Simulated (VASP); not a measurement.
The system is Cl2Cd, in a box.

```
Cl Cd
1.0
    13.00000    0.00000    0.00000
     0.00000   12.00000    0.00000
     0.00000    0.00000   11.00000
Cl Cd
2 1
Direct
  0.61880 0.61431 0.59199
  0.38320 0.38919 0.41419
  0.50098 0.50178 0.50308
```

Base run:

- Program: VASP 6.6.1
- Functional: revPBE
- Potentials or basis: VASP PAW PBE potentials, release 64 (Cl, Cd)
- Cutoff: 520 eV
- k mesh: 1 × 1 × 1
- Occupations: gaussian, width 0.01 eV
- Spin: no spin polarisation

Its results: gap between the frontier levels 4.54 eV; largest force 0.438 eV/Å.

**Question.** The run is repeated on the same cell with these changes: functional from revPBE to vdW-DF2; further incar settings from ALGO = Normal; EDIFF = 1e-06; NBANDS = 20 to ALGO = Fast; EDIFF = 1e-06; NBANDS = 20. What comes out?

**Answer.** Gap between the frontier levels 4.25 eV; largest force 0.845 eV/Å.

Caveats: the PAW data sets were made with another functional, which shifts forces and pressure a little.

